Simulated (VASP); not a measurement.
Energy against volume of Dy (hcp). All values below come from PW91 GGA, VASP's PBE PAW potentials (set 64) (plane waves; VASP). Run with 520 eV cut-off, 12×12×7 Γ-centred mesh, first-order Methfessel-Paxton smearing of 0.10 eV, potentials Dy_3.

The 4f electrons are frozen in the core of the lanthanide potential, so 4f levels, which can set the real gap, and their magnetism are missing.

Shape and ions are relaxed at each volume.

| V (Å³/atom) | E (eV/atom) |
|---|---|
| 30.751 | -4.54133 |
| 31.702 | -4.54451 |
| 32.653 | -4.54050 |
| 33.604 | -4.53036 |

Q: Fit these four points and predict the energy of the run at 29.800 Å³/atom.

A: A cubic in V^(−2/3), the third-order Birch-Murnaghan form, passes through the four points with V0 = 31.62 Å³/atom and B0 = 41 GPa, and gives -4.5297 eV/atom there. The run gave -4.5298 eV/atom, -0.1 meV/atom from the fit; all five points give B0 = 41 GPa.

The compound is Dy in the hcp structure. It was relaxed first.
